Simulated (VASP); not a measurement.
Ca:

```xyz
1
Lattice="0.0000 2.8005 2.8005 2.8005 0.0000 2.8005 2.8005 2.8005 0.0000" Properties=species:S:1:pos:R:3 pbc="T T T"
Ca    0.0000    0.0000    0.0000
```

- Program: VASP 6.6.1
- Task: relaxation of cell and atoms
- Functional: LDA
- Potentials or basis: VASP PAW LDA potentials, release 64 (Ca_sv)
- Cutoff: 600 eV
- k mesh: 14 × 14 × 14
- Occupations: gaussian, width 0.1 eV
- Spin: no spin polarisation

At the start: pressure -2.2 GPa; volume 43.93 Å³/atom.

Question: How do energy, volume and symmetry change on relaxing?

Answer: Over 4 steps the energy falls by 44.3 meV/atom and the volume is 38.05 Å³/atom (-13.4 %); space group Fm-3m (No. 225, to 0.05 Å).

Step by step:
```csv
step,energy change (eV),largest force (eV/Å),pressure (GPa),volume (Å³)
1,0.0000,0.0000,-2.19,43.93
2,-0.0376,0.0000,-0.97,40.22
3,-0.0443,0.0000,-0.11,38.28
4,-0.0443,0.0000,0.00,38.05
```

Final structure:
```
Ca
1.0
     0.00000    2.66951    2.66951
     2.66951    0.00000    2.66951
     2.66951    2.66951    0.00000
Ca
1
Direct
  0.00000 0.00000 0.00000
```

Caveat: the volume moved by -13 % from the deposited cell, more than functionals usually miss.
